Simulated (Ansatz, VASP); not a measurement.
**Cross-check of Si2MoN4 (MoSi2N4 monolayer) between VASP and Ansatz**

One calculation is typed for both programs; each brings its own data sets. How far apart do they land? The cell is taken from a series of runs on this material, whose earlier steps may have relaxed, scaled, displaced or heated it; both programs get it as it stands.

Method: plane waves, with VASP 6.6.1 beside it; single point at PBE with D3(BJ) and single point at PBE, spin-orbit coupling, in Ansatz 0.2.0.

### Step 1. Starting point

The cell holds 7 atoms: 4 N, 2 Si and 1 Mo. Its edges and angles: a = 2.886 Å, b = 2.886 Å, c = 25.058 Å, α = 90.0°, β = 90.0°, γ = 120.0°. Vacuum lies along c.

As a file:

```
N Si Mo
1.0
     2.88587    0.00000    0.00000
    -1.44293    2.49923    0.00000
     0.00000    0.00000   25.05849
N Si Mo
4 2 1
Direct
  0.00000 0.00000 0.35916
  0.33333 0.66667 0.44999
  0.33333 0.66667 0.55001
  0.00000 0.00000 0.64084
  0.33333 0.66667 0.38012
  0.33333 0.66667 0.61988
  0.00000 0.00000 0.50000
```

### Step 2. VASP: single point, PBE with D3(BJ)

With cell and atoms fixed, the geometry can't cause a difference; cores, projectors, grids and the points listed under the comparison can.

Lines of VASP's logs that name or quote its potential files are left out, and so is its time.

INCAR reads:

```
SYSTEM = Si2MoN4
PREC = Accurate
ENCUT = 520
EDIFF = 1E-06
NELM = 120
ISMEAR = -1
SIGMA = 0.05
LREAL = .FALSE.
ALGO = Normal
GGA = PE
IVDW = 12
NBANDS = 28
LASPH = .TRUE.
LORBIT = 11
LWAVE = .FALSE.
LCHARG = .FALSE.
ISIF = 2
LDIPOL = .TRUE.
IDIPOL = 3
DIPOL = 0.5 0.5 0.5
LVHAR = .TRUE.
GGA_COMPAT = .FALSE.
EFERMI = MIDGAP
NELMDL = -8
KPAR = 2
```

POSCAR reads:

```
Si2MoN4
1.0
    2.8858652269      0.0000000000      0.0000000000
   -1.4429326135      2.4992325984      0.0000000000
    0.0000000000      0.0000000000     25.0584920446
N Si Mo
4 2 1
Direct
    0.0000000000      0.0000000000      0.3591596806
    0.3333333333      0.6666666667      0.4499906343
    0.3333333333      0.6666666667      0.5500093657
    0.0000000000      0.0000000000      0.6408403194
    0.3333333333      0.6666666667      0.3801212571
    0.3333333333      0.6666666667      0.6198787429
    0.0000000000      0.0000000000      0.5000000000
```

KPOINTS reads:

```
Automatic mesh
0
Gamma
18 18 1
0 0 0
```

PAW data sets: N, Si and Mo_sv (PBE family, release 64).

On the command line:

```sh
$ mpirun -np 2 vasp_std
```

Numbers of over 12 decimals in the logs are rounded to 6 here.

What it wrote:

```text
[banner, memory and clock lines left out]
running    2 mpi-ranks, on    1 nodes
 distrk:  each k-point on    1 cores,    2 groups
 distr:  one band on    1 cores,    1 groups

 POSCAR found type information on POSCAR N SiMo
 POSCAR found :  3 types and       7 ions
 LDA part: xc-table for (Slater+PW92), standard interpolation
 POSCAR, INCAR and KPOINTS ok, starting setup
 FFT: planning ... GRIDC
 FFT: planning ... GRID_SOFT
 FFT: planning ... GRID
 WAVECAR not read
 entering main loop
       N       E                     dE             d eps       ncg     rms          rms(c)
DAV:   1     0.328258301064E+03    0.32826E+03   -0.22169E+04  2440   0.128E+03
DAV:   2    -0.407111372955E+02   -0.36897E+03   -0.36110E+03  2648   0.322E+02
DAV:   3    -0.704621493331E+02   -0.29751E+02   -0.29440E+02  2444   0.920E+01
DAV:   4    -0.713385757694E+02   -0.87643E+00   -0.87334E+00  2888   0.168E+01
DAV:   5    -0.713564308804E+02   -0.17855E-01   -0.17847E-01  2664   0.220E+00
DAV:   6    -0.713571183733E+02   -0.68749E-03   -0.68739E-03  2896   0.421E-01
DAV:   7    -0.713571469244E+02   -0.28551E-04   -0.28549E-04  2628   0.772E-02
DAV:   8    -0.713571483901E+02   -0.14657E-05   -0.14656E-05  2832   0.168E-02    0.399E+01
DAV:   9    -0.623037952337E+02    0.90534E+01   -0.52512E+01  2368   0.410E+01    0.101E+01
DAV:  10    -0.618759801334E+02    0.42782E+00   -0.92421E+00  2372   0.193E+01    0.103E+01
DAV:  11    -0.615602552996E+02    0.31572E+00   -0.10020E+00  2384   0.720E+00    0.233E+00
DAV:  12    -0.615548655944E+02    0.53897E-02   -0.11444E-01  2764   0.214E+00    0.605E-01
DAV:  13    -0.615526129064E+02    0.22527E-02   -0.13497E-02  2508   0.802E-01    0.312E-01
DAV:  14    -0.615512089874E+02    0.14039E-02   -0.34879E-03  2604   0.326E-01    0.122E-01
[...]
DAV:  20    -0.615513460051E+02   -0.10233E-03   -0.90810E-06  2656   0.189E-02    0.346E-03
DAV:  21    -0.615513784762E+02   -0.32471E-04   -0.31260E-06  2040   0.691E-03    0.278E-03
DAV:  22    -0.615514137452E+02   -0.35269E-04   -0.15159E-06  1816   0.458E-03    0.100E-03
DAV:  23    -0.615514296916E+02   -0.15946E-04   -0.90670E-07  1840   0.350E-03    0.620E-04
DAV:  24    -0.615514364643E+02   -0.67727E-05   -0.32099E-07  1776   0.241E-03    0.435E-04
DAV:  25    -0.615514416768E+02   -0.52124E-05   -0.27799E-07  1824   0.163E-03    0.301E-04
DAV:  26    -0.615514441193E+02   -0.24425E-05   -0.54537E-08  1684   0.114E-03    0.307E-04
DAV:  27    -0.615514447675E+02   -0.64825E-06   -0.17370E-08  1500   0.797E-04
   1 F= -.63402703E+02 E0= -.63402703E+02  d E =-.724190E-10
```

Parts of OUTCAR (step 2):

```text
ion  position               nearest neighbor table
   1  0.000  0.000  0.359-   5 1.75   5 1.75   5 1.75
   2  0.333  0.667  0.450-   5 1.75   7 2.08   7 2.08   7 2.08
   3  0.333  0.667  0.550-   6 1.75   7 2.08   7 2.08   7 2.08
   4  0.000  0.000  0.641-   6 1.75   6 1.75   6 1.75
   5  0.333  0.667  0.380-   1 1.75   1 1.75   1 1.75   2 1.75
   6  0.333  0.667  0.620-   4 1.75   4 1.75   4 1.75   3 1.75
   7  0.000  0.000  0.500-   2 2.08   3 2.08   2 2.08   3 2.08   2 2.08   3 2.08

  LATTYP: Found a hexagonal cell.
 ALAT       =     2.8858652269
 C/A-ratio  =     8.6831816715

 Subroutine GETGRP returns: Found 12 space group operations
 (whereof 12 operations were pure point group operations)

The static configuration has the point symmetry D_3h.

 Found     37 irreducible k-points:

   k-points           NKPTS =     37   k-points in BZ     NKDIM =     37   number of bands    NBANDS=     28

   dimension x,y,z NGX =    24 NGY =   24 NGZ =  192
   dimension x,y,z NGXF=    48 NGYF=   48 NGZF=  384

   ENCUT  =  520.0 eV  38.22 Ry    6.18 a.u.   5.37  5.37 46.59*2*pi/ulx,y,z

   NELECT =      42.0000    total number of electrons

 k-points in reciprocal lattice and weights: Automatic mesh
   0.00000000  0.00000000  0.00000000       0.003
   0.05555556 -0.00000000  0.00000000       0.019
   0.11111111 -0.00000000  0.00000000       0.019
   0.16666667 -0.00000000  0.00000000       0.019
   0.22222222  0.00000000  0.00000000       0.019
   0.27777778 -0.00000000  0.00000000       0.019
   0.33333333 -0.00000000  0.00000000       0.019
   0.38888889  0.00000000  0.00000000       0.019
   0.44444444  0.00000000  0.00000000       0.019
[...]
0.33333333  0.27777778  0.00000000       0.037
   0.33333333  0.33333333  0.00000000       0.006

 dipolmoment           0.000000      0.000000      0.000000 electrons x Angstroem

 average (electrostatic) potential at core
       1 -68.5876       2 -68.3796       3 -68.3796       4 -68.5876       5 -89.9258
       6 -89.9258       7 -81.7832

 E-fermi :   1.0803

 k-point     1 :       0.0000    0.0000    0.0000
  band No.  band energies     occupation
    ...
     17      -3.4994      2.00000
     18      -2.2423      2.00000
     19      -2.2423      2.00000
     20      -2.1801      2.00000
     21       0.0586      2.00000
     22       3.0438      0.00000
     23       3.0438      0.00000
     24       3.3431      0.00000
     25       3.3431      0.00000
     26       4.3429      0.00000
    ...

 k-point     2 :       0.0556   -0.0000    0.0000
  band No.  band energies     occupation
    ...
     17      -3.5012      2.00000
     18      -2.4223      2.00000
     19      -2.3087      2.00000
     20      -2.0086      2.00000
     21       0.0291      2.00000
     22       2.9445      0.00000
     23       3.0309      0.00000
     24       3.2795      0.00000
     25       3.4321      0.00000
     26       4.5495      0.00000
    ...

 k-point     3 :       0.1111   -0.0000    0.0000
  band No.  band energies     occupation
    ...
     17      -3.4172      2.00000
     18      -2.5992      2.00000
     19      -2.4891      2.00000
     20      -1.9236      2.00000
     21      -0.1136      2.00000
     22       2.8120      0.00000
     23       2.9974      0.00000
     24       3.2132      0.00000
     25       3.6735      0.00000
     26       4.9672      0.00000
    ...

 Edisp (eV)   -1.85126

  Total       0.01678     0.01678    -0.02280    -0.00000    -0.00000     0.00000
  in kB       0.14874     0.14874    -0.20208    -0.00000    -0.00000     0.00000
  external pressure =        0.03 kB  Pullay stress =        0.00 kB

  energy-cutoff  :      520.00
  volume of cell :      180.73
      direct lattice vectors                 reciprocal lattice vectors
     2.885865227  0.000000000  0.000000000     0.346516528  0.200061411  0.000000000
    -1.442932614  2.499232598  0.000000000     0.000000000  0.400122822  0.000000000
     0.000000000  0.000000000 25.058492045     0.000000000  0.000000000  0.039906631

 POSITION                                       TOTAL-FORCE (eV/Angst)
 -----------------------------------------------------------------------------------
      0.00000      0.00000      9.00000         0.000000      0.000000      0.019802
     -0.00000      1.66616     11.27609        -0.000000     -0.000000     -0.037190
     -0.00000      1.66616     13.78241        -0.000000      0.000000      0.037190
      0.00000      0.00000     16.05849         0.000000     -0.000000     -0.019802
     -0.00000      1.66616      9.52527        -0.000000      0.000000     -0.016414
     -0.00000      1.66616     15.53323        -0.000000      0.000000      0.016414
      0.00000      0.00000     12.52925         0.000000     -0.000000     -0.000000
 -----------------------------------------------------------------------------------
    total drift:                                0.000000     -0.000000     -0.000000

  FREE ENERGIE OF THE ION-ELECTRON SYSTEM (eV)
  ---------------------------------------------------
  free  energy   TOTEN  =       -63.4027031984 eV

  energy  without entropy=      -63.4027031983  energy(sigma->0) =      -63.40270320

 vacuum level on the upper side and lower side of the slab         5.612         5.612

 total charge
# of ion       s       p       d       tot
------------------------------------------
    1        1.229   2.682   0.000   3.911
    2        1.244   2.567   0.000   3.811
    3        1.244   2.567   0.000   3.811
    4        1.229   2.682   0.000   3.911
    5        0.681   0.975   0.000   1.656
    6        0.681   0.975   0.000   1.656
    7        2.319   6.298   3.942  12.559
--------------------------------------------------
tot          8.627  18.747   3.942  31.316

[... 3 further parts left out ...]
```

### Step 3. Ansatz: single point, PBE with D3(BJ)

Ansatz runs on its default PAW (the set named soft_2) files.

The same cell, functional, mesh and smearing now go to Ansatz, which takes its cutoff from its data sets.

input.yaml reads:

```yaml
crystal:
  lattice:
    - [2.8858652269, 0.0, 0.0]
    - [-1.4429326135, 2.4992325984, 0.0]
    - [0.0, 0.0, 25.0584920446]
  atoms:
    - { symbol: "N", position: [0.0, 0.0, 0.3591596806] }
    - { symbol: Si, position: [0.3333333333, 0.6666666667, 0.3801212571] }
    - { symbol: "N", position: [0.3333333333, 0.6666666667, 0.4499906343] }
    - { symbol: Mo, position: [0.0, 0.0, 0.5] }
    - { symbol: "N", position: [0.3333333333, 0.6666666667, 0.5500093657] }
    - { symbol: Si, position: [0.3333333333, 0.6666666667, 0.6198787429] }
    - { symbol: "N", position: [0.0, 0.0, 0.6408403194] }
kpoints:
  mp_grid: { grid: [18, 18, 1] }
  band_path:
    path: [[0, 0, 0], [0.5, 0, 0], [0.33333333, 0.33333333, 0], [0, 0, 0]]
    npoints: 16
hamiltonian:
  xc: pbe
  dispersion: d3bj
scf:
  occupations: { method: fermi_dirac, width: 0.05 }
  convergence: { dr2_threshold: 1.0e-10 }
efield:
  axis: 3
  dipole_correction: true
  ramp_position: 0.97
  ramp_width: 0.06
  amplitude: 0
output:
  dos: { projected: true, e_range: [-6, 5] }
  bader: true
  write_potential: true
  write_density: true
  volumetric_format: npy
  elf: true
```

On the command line:

```sh
$ ansatz run input.yaml --threads 4 --pin off --max-ram 6144MiB --backend cpu --events-out ev --progress --plain --runs-dir out
```

What it wrote:

```text
Engine: ansatz 0.2.0, aarch64-unknown-linux-gnu
Pseudopotentials: kind: paw
Pseudopotential: N, paw, valence charge 5, recommended cutoff 420 eV (normal), N.paw.azcp
Pseudopotential: Si, paw, valence charge 4, recommended cutoff 420 eV (normal), Si.paw.azcp
Pseudopotential: Mo, paw, valence charge 14, recommended cutoff 420 eV (normal), Mo.paw.azcp
Functional definition: PBE
  parameter kappa = 0.804
  parameter beta = 0.066725
  exchange = pbe_x(kappa = kappa, mu = beta*pi^2/3)
  correlation = pbe_c(beta = beta)
Crystal: 7 atoms, lattice volume = 180.733 Å³
Basis set: ecut = 420 eV, 3551 PW (Γ)
Bands: 28, of which v1, the nominal top of the filled ones, is band 21 counted from 1 (20 counted from 0)
Symmetry: 6 space group operations
k-points: 37 of 324 (time reversal used)
Non-local potential: N, projectors of the file, l = 0: 2, l = 1: 2, l = 2: 1
Non-local potential: Si, projectors of the file, l = 0: 2, l = 1: 2, l = 2: 2
Non-local potential: Mo, projectors of the file, l = 0: 3, l = 1: 2, l = 2: 2, l = 3: 1
PAW form: soft (Blöchl's): semilocal exchange-correlation on the pseudo side does not see the compensation charge
PAW one-centre angular grid: N, 110 points (default); XC on 64 Gauss nodes
PAW one-centre angular grid: Si, 110 points (default); XC on 64 Gauss nodes
PAW one-centre angular grid: Mo, 590 points (default); XC on 64 Gauss nodes
Initial density: superposition of atomic densities (neutral atoms: chi_scale 0, normalization atom), corrected by the library's trained network
Initial wavefunctions: pseudopotential atomic-orbital guess
Functional: x = pbe(κ = 0.804, μ = 0.219515), c = pbe(β = 0.066725)
SCF iter   1: F=—  HF=-7771.748604 eV  |F-HF|=—  |Δ(HF+E_count)|=         —  Δρ=3.87e-3  dr2=1.58e-2  ethr=1.77e-3  p=0.000 e·Å  D=2.39e-14 V/Å  ΔV_dip=-0.00 eV  dr2_dipole=9.05e-9  V_vac-E_F(+/−)=4.12/4.12 eV  ⟨swp⟩=10.1  Hψ=6879  notcnv=0  defer=1
efield: sawtooth ramp at fractional position 0.9700 (set: `efield.ramp_position`, or a place that a band, a saddle search or an elastic batch's reference lends), width 0.0600; the density the first Hamiltonian is built on has a dipole p = 0.000 e·Å; the dipole correction subtracts the counter field D = 2.39e-14 V/Å, which shifts the + side's vacuum level by -0.00 eV against the − side's; the planar-averaged density in the ramp window peaks in size at 1.8e-5 e/Å³
preconditioner: auto → none  [insulator: Δε(μ)=2.021 eV  Ē_g=11.793 eV  σ=0.050 eV  W_gap=1.00  n_scr=16 (ndim 8)  ℏωp=16.1 eV  f_vac=0.595  D(μ)=0.00/eV (n_scr^D=0)  ε∞_Penn≈2.9]
SCF iter   2: F=—  HF=-7771.752996 eV  |F-HF|=—  |Δ(HF+E_count)|=   4.39e-3  Δρ=2.51e-3  dr2=1.87e-2  ethr=3.76e-5  p=0.000 e·Å  D=6.73e-5 V/Å  ΔV_dip=-0.00 eV  dr2_dipole=8.37e-8  V_vac-E_F(+/−)=4.16/4.16 eV  ⟨swp⟩=3.1  Hψ=2555  notcnv=0  defer=66
SCF iter   3: F=—  HF=-7771.753483 eV  |F-HF|=—  |Δ(HF+E_count)|=   4.87e-4  Δρ=1.85e-3  dr2=1.21e-2  ethr=3.76e-5  p=-0.000 e·Å  D=-6.19e-5 V/Å  ΔV_dip=0.00 eV  dr2_dipole=2.41e-7  V_vac-E_F(+/−)=4.50/4.50 eV  ⟨swp⟩=2.4  Hψ=1634  notcnv=0  defer=66
SCF iter   4: F=—  HF=-7771.753119 eV  |F-HF|=—  |Δ(HF+E_count)|=   3.64e-4  Δρ=7.05e-4  dr2=1.05e-3  ethr=2.89e-5  p=0.000 e·Å  D=1.12e-4 V/Å  ΔV_dip=-0.00 eV  dr2_dipole=6.30e-7  V_vac-E_F(+/−)=4.48/4.48 eV  ⟨swp⟩=1.5  Hψ=1349  notcnv=0  defer=66
SCF iter   5: F=—  HF=-7771.753552 eV  |F-HF|=—  |Δ(HF+E_count)|=   4.33e-4  Δρ=2.36e-4  dr2=1.27e-4  ethr=2.49e-6  p=-0.000 e·Å  D=-4.65e-4 V/Å  ΔV_dip=0.01 eV  dr2_dipole=9.67e-6  V_vac-E_F(+/−)=4.49/4.48 eV  ⟨swp⟩=2.5  Hψ=1557  notcnv=0  defer=64
SCF iter   6: F=—  HF=-7771.753595 eV  |F-HF|=—  |Δ(HF+E_count)|=   4.26e-5  Δρ=9.85e-5  dr2=5.97e-5  ethr=3.02e-7  p=0.001 e·Å  D=5.26e-4 V/Å  ΔV_dip=-0.01 eV  dr2_dipole=1.28e-5  V_vac-E_F(+/−)=4.50/4.51 eV  ⟨swp⟩=2.4  Hψ=1578  notcnv=0  defer=64
SCF iter   7: F=—  HF=-7771.753584 eV  |F-HF|=—  |Δ(HF+E_count)|=   1.05e-5  Δρ=5.47e-5  dr2=2.28e-6  ethr=1.42e-7  p=-0.000 e·Å  D=-3.01e-5 V/Å  ΔV_dip=0.00 eV  dr2_dipole=1.63e-8  V_vac-E_F(+/−)=4.51/4.51 eV  ⟨swp⟩=2.0  Hψ=1054  notcnv=0  defer=64
SCF iter   8: F=—  HF=-7771.753619 eV  |F-HF|=—  |Δ(HF+E_count)|=   3.42e-5  Δρ=2.14e-5  dr2=4.65e-7  ethr=5.43e-9  p=-0.000 e·Å  D=-1.11e-5 V/Å  ΔV_dip=0.00 eV  dr2_dipole=9.73e-9  V_vac-E_F(+/−)=4.51/4.51 eV  ⟨swp⟩=2.7  Hψ=2074  notcnv=0  defer=64
SCF iter   9: F=—  HF=-7771.753619 eV  |F-HF|=—  |Δ(HF+E_count)|=   1.83e-7  Δρ=6.61e-6  dr2=3.09e-8  ethr=1.11e-9  p=-0.000 e·Å  D=-2.73e-6 V/Å  ΔV_dip=0.00 eV  dr2_dipole=1.05e-11  V_vac-E_F(+/−)=4.51/4.51 eV  ⟨swp⟩=2.2  Hψ=1539  notcnv=0  defer=64
SCF iter  10: F=—  HF=-7771.753619 eV  |F-HF|=—  |Δ(HF+E_count)|=   2.26e-8  Δρ=1.80e-6  dr2=4.03e-9  ethr=7.36e-11  p=0.000 e·Å  D=6.21e-6 V/Å  ΔV_dip=-0.00 eV  dr2_dipole=5.10e-10  V_vac-E_F(+/−)=4.51/4.51 eV  ⟨swp⟩=2.5  Hψ=2048  notcnv=0  defer=64
SCF iter  11: F=—  HF=-7771.753619 eV  |F-HF|=—  |Δ(HF+E_count)|=   1.71e-9  Δρ=8.85e-7  dr2=1.83e-9  ethr=9.59e-12  p=-0.000 e·Å  D=-5.02e-6 V/Å  ΔV_dip=0.00 eV  dr2_dipole=2.96e-10  V_vac-E_F(+/−)=4.51/4.51 eV  ⟨swp⟩=2.6  Hψ=1693  notcnv=0  defer=64
SCF iter  12: F=—  HF=-7771.753619 eV  |F-HF|=—  |Δ(HF+E_count)|=  2.46e-11  Δρ=3.39e-7  dr2=1.99e-10  ethr=4.36e-12  p=-0.000 e·Å  D=-3.73e-8 V/Å  ΔV_dip=0.00 eV  dr2_dipole=9.63e-13  V_vac-E_F(+/−)=4.51/4.51 eV  ⟨swp⟩=2.1  Hψ=1433  notcnv=0  defer=64
SCF iter  13: F=-7771.753619 eV  HF=-7771.753619 eV  |F-HF|=2.91e-11  |Δ(HF+E_count)|=  9.00e-11  Δρ=1.58e-7  dr2=4.28e-11  ethr=1.00e-12  p=-0.000 e·Å  D=-1.01e-7 V/Å  ΔV_dip=0.00 eV  dr2_dipole=8.11e-13  V_vac-E_F(+/−)=4.51/4.51 eV  ⟨swp⟩=12.6  Hψ=3823  notcnv=0
SCF 1 converged in 13 iterations: F = -7771.753619 eV  dr2 = 4.28e-11
  greatest PAW one-centre occupation: 0.998 electrons in one spin orbital (limit 2), on the Mo atom at site 3 (counted from 0), in its partial waves of l = 0
NSCF: frozen V_eff on 49 k-points
efield: sawtooth ramp at fractional position 0.9700 (kept from the solve that this one continues, or follows in the run), width 0.0600; the density the first Hamiltonian is built on has a dipole p = -0.000 e·Å; the dipole correction subtracts the counter field D = -1.01e-7 V/Å, which shifts the + side's vacuum level by +0.00 eV against the − side's; the planar-averaged density in the ramp window peaks in size at 2.6e-6 e/Å³
WARN: The output density's exchange-correlation potential varies sharply where the density is thin. Do not read a vacuum level from v_tot or v_xc, or from such a field of the output density. On a cell that repeats whose density bears no net charge and no dipole along the vacuum's axis use v_es (v_loc + v_h of the components); under efield.dipole_correction with no amplitude use v_es + v_field, which holds any externa [...]
SCF converged after 13 iterations
Free energy (F): -7771.753619 eV
Harris-Foulkes:  -7771.753619 eV  (|F-HF|=2.91e-11)
Internal energy: -7771.753619 eV  (E = F + TS)
E sigma→0 (E₀):  -7771.753619 eV
Fermi energy:    2.404645 eV
Dipole field:    D = 0.000001 V/Å  (p = 0.000001 e·Å, saw-weighted, corrected)
Work function:   Φ+ = 4.5097 eV   Φ− = 4.5098 eV
Levels:          The Fermi level and band energies are counted from a zero that moves with the ramp; work functions are not
--- Per-component energies (eV) ---
  E_band       = -525.033057
  E_kinetic    = 1065.312818
  E_local      = -45228.601009  (includes V_loc(G=0)·N_el)
  E_nonlocal   = 371.674531
  E_hartree    = 22064.020426
  E_xc         = -539.917304
  E_vxc        = -635.808775  (∫ρ·V_xc dr)
  E_paw        = -4736.428590  (= ΣΔE_a)
  E_vpaw       = -225.652577  (= ΣTr[D̂ρ^β])
  E_aug_tail   = 0.000472  (compensation charges beyond the density's cutoff)
  E_efield     = 0.000000  (sawtooth field / dipole correction)
  E_vefield    = 0.000000  (∫n·V_field dr)
  E_ewald      = 19234.036467
  E_disp       = -1.851431  (pairwise vdW)
  E_smearing   = -0.000000  (= −TS)
  E_closure    = 0.000000  (closes the sum)
  Σ components = -7771.753619   (vs F -7771.753619, Δ=0.00e0)
--- Band table (eV; the first three rows and the last of 37) ---
  k-point 0: bands = [... 17 lower, -0.9311, -0.9311, -0.8708, 1.3697, 4.3508, 4.3508, 4.6508, 4.6508, ... 3 higher]
  k-point 1: bands = [... 17 lower, -1.1117, -0.9975, -0.6988, 1.3403, 4.2508, 4.3381, 4.5862, 4.7395, ... 3 higher]
  k-point 2: bands = [... 17 lower, -1.2894, -1.1780, -0.6143, 1.1977, 4.1181, 4.3047, 4.5189, 4.9804, ... 3 higher]
  k-point 36: bands = [... 17 lower, -2.5949, -0.6503, 0.0632, 1.0198, 3.4097, 4.7267, 5.5607, 6.5813, ... 3 higher]
--- Bader charges: 7 sites ---
  site symbol  charge [e]  shift [e]
     0      N     -2.3111     0.0090
     1     Si      3.0935     0.0121
     2      N     -1.6336     0.0024
     3     Mo      1.7024     0.0014
     4      N     -1.6336     0.0024
     5     Si      3.0935     0.0121
     6      N     -2.3111     0.0090
  estimated error of the sums over rays = 5.8e-4 e
```

In the SCF lines HF is the Harris–Foulkes energy and dr2 the Hartree energy of the density residual, in eV; the loop may stop once dr2 is under the threshold and the program's other checks hold. Hψ counts applications of the Hamiltonian.

### Step 4. Differences

Known differences besides the potentials themselves: the cutoff is 420 eV in Ansatz and 520 eV in VASP. Total energies have different zeros and are not compared.

Compared:

| quantity | Ansatz | VASP | difference |
| --- | --- | --- | --- |
| gap on the k mesh (eV) | 2.040 | 2.043 | -0.003 |

A gap on the mesh is an upper bound, since the band edges may lie between its points. With vacuum in the cell, a pressure given here is an average over mostly empty space and none of the material.

(Part 1 of 2 ends here.)

[Lines on the potential files, build, host, timing and source positions are cut from VASP's logs without a mark.]

[Logs are printed without paths, hosts, clocks, repeated set-up lines and the standing remarks that a program may print on its own settings, such as how far it seeks lower states.]

[Hosts, paths, dates, database ids (printed as entryN), source tags and the programs' standing remarks are cut or masked in the printed files.]
